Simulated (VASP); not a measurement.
VASP runs on Ni (fcc) share one base input (PBE GGA, plane waves, VASP's PBE PAW potentials (set 64)) and change the settings named in each case.

**POSCAR**
```
Ni
1
    0.0000000000     1.7600000000     1.7600000000
    1.7600000000     0.0000000000     1.7600000000
    1.7600000000     1.7600000000     0.0000000000
Ni
1
Direct
  0.0000000000   0.0000000000   0.0000000000
```

### KPOINTS
```
Automatic mesh
0
Gamma
16 16 16
0 0 0
```

### INCAR
```
ALGO = Normal
EDIFF = 1E-6
ENCUT = 400
GGA = PE
ISIF = 2
ISMEAR = 1
ISPIN = 2
LASPH = .TRUE.
LCHARG = .FALSE.
LMAXMIX = 4
LORBIT = 10
LREAL = .FALSE.
LWAVE = .FALSE.
MAGMOM = 0.8
NELM = 100
PREC = Accurate
SIGMA = 0.1
SYSTEM = Ni
```

POTCAR, in this order: Ni (PBE.64 set). Program: vasp_std.

| change | E(σ→0) (eV/atom) | plane waves |
|---|---|---|
| base run | -5.4717 | 210 |
| PREC = Low | -5.4728 | 210 |
| PREC = Normal | -5.4717 | 210 |
| PREC = Single | -5.4722 | 210 |
| ADDGRID = .TRUE. | -5.4717 | 210 |
| LASPH = .FALSE. | … | 210 |
| LREAL = Auto | -5.4719 | 210 |

Q: Some entries are withheld; supply them.

A: 
- LASPH = .FALSE., E(σ→0) (eV/atom): -5.4688

Left out are runs that ran out of time, are held back, or changed the cell or the kind of run, fixed moments of cells without a moment, rows past the twelfth, gaps on odd meshes, pressures of charged cells and columns that move by less than the noise.

The compound is Ni in the fcc structure. The cell was not relaxed at this level. The spin order is the one that the start imposed; others were not tried in this run.
